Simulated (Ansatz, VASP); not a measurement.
# Two plane-wave programs on BaSc4

```
Ba Sc
1.0
     5.50313    0.00000    0.00000
     0.00000    5.50313    0.00000
     0.00000    0.00000    5.50313
Ba Sc
1 4
Cartesian
  0.0000 0.0000 0.0000
  0.0000 2.7516 2.7516
  2.7516 0.0000 2.7516
  2.7516 2.7516 0.0000
  2.7516 2.7516 2.7516
```

Alike in both runs: functional PBE; k mesh 8 × 8 × 8; occupations gaussian, width 0.1 eV; no spin polarisation.

Ansatz relaxed the structure, and its values are those at the end. VASP's run is a single point on that final structure, the one shown.

```csv
,VASP,Ansatz
version,VASP 6.6.1,Ansatz 0.2.0
potentials or method,"VASP PAW PBE potentials, release 64 (Ba_sv, Sc_sv)","scalar-relativistic, plane waves, PAW"
plane-wave cutoff (eV),520,420
valence electrons in the cell,54,54
```

Ansatz gave:

| Property | Result |
| --- | --- |
| gap on the k mesh at the Fermi level (eV) | none |
| pressure (GPa) | 0.0 |

Problem. Estimate VASP's values.

Solution. gap on the k mesh at the Fermi level (eV): none; pressure (GPa): 0.1.

A gap of «none» marks a metal or a gap that the smearing closes. With one functional, cell and mesh, what is left measures potentials, basis and numerics.

The runs have no spin-orbit coupling, so splittings on Ba are missing.
